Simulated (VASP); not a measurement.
# GaH₂O₂F: harmonic vibrations of a molecule

GaH₂O₂F, molecule in box, 6 atoms in the cell. PBE, harmonic vibrations; PAW potentials O, Ga_d, F, H (PBE set).

## Input

INCAR.step1:
```
SYSTEM = GaH2O2F
  PREC = Accurate
  ENCUT = 400
  EDIFF = 1E-8
  ISMEAR = 0
  SIGMA = 0.01
  ISYM = 0
  LREAL = .False.
  LASPH = .True.
  NELM = 100
  ALGO = Normal
  LWAVE = .False.
  LCHARG = .False.
  IBRION = 2
  NSW = 150
  ISIF = 2
  EDIFFG = -0.005
  POTIM = 0.5
```

INCAR.step2, as INCAR.step1 but for:
```
- IBRION = 2
- NSW = 150
- ISIF = 2
- EDIFFG = -0.005
- POTIM = 0.5
+ IBRION = 5
+ NFREE = 2
+ POTIM = 0.015
+ NSW = 1
```

KPOINTS:
```
k-points
0
Gamma
  1 1 1
```

POSCAR.step1:
```
GaH2O2F
1.0
   11.0000000000      0.0000000000      0.0000000000
    0.0000000000     13.0000000000      0.0000000000
    0.0000000000      0.0000000000     13.0000000000
O Ga F H
2 1 1 2
Direct
    0.4589181800      0.6105307700      0.4408730800
    0.5581545500      0.4418153800      0.5878038500
    0.4797363600      0.4802692300      0.4760423100
    0.4202454500      0.3843923100      0.3970269200
    0.4142272700      0.6188384600      0.3779500000
    0.5881363600      0.4988846200      0.6272807700
```

Commands (each step's output is kept before the next begins):
```
cat potpaw_PBE.64/O/POTCAR potpaw_PBE.64/Ga_d/POTCAR potpaw_PBE.64/F/POTCAR potpaw_PBE.64/H/POTCAR > POTCAR
cp INCAR.step1 INCAR
cp POSCAR.step1 POSCAR
mpirun -np 4 vasp_gam > vasp.out
cp CONTCAR POSCAR
cp INCAR.step2 INCAR
mpirun -np 4 vasp_gam > vasp.out
```

## Result

- Vibrations (cm⁻¹; a negative value is imaginary): 3738, 3737, 886, 860, 700, 668, 611, 344, 311, 186, 171, 152
- Zero-point energy (eV): 0.766
- Translations and rotations, which should read zero (cm⁻¹): -28, -13, -2, 5, 8, 20
- Vibrational entropy at 298 K (meV/K): 0.490
- Displaced cells: 36
- Ionic steps, all stages: 69
- Electronic steps, all stages: 1264

VASP 6.6.1 took 2393 s on 4 cores (Intel Xeon Platinum 8488C (Sapphire Rapids)), a shared host.
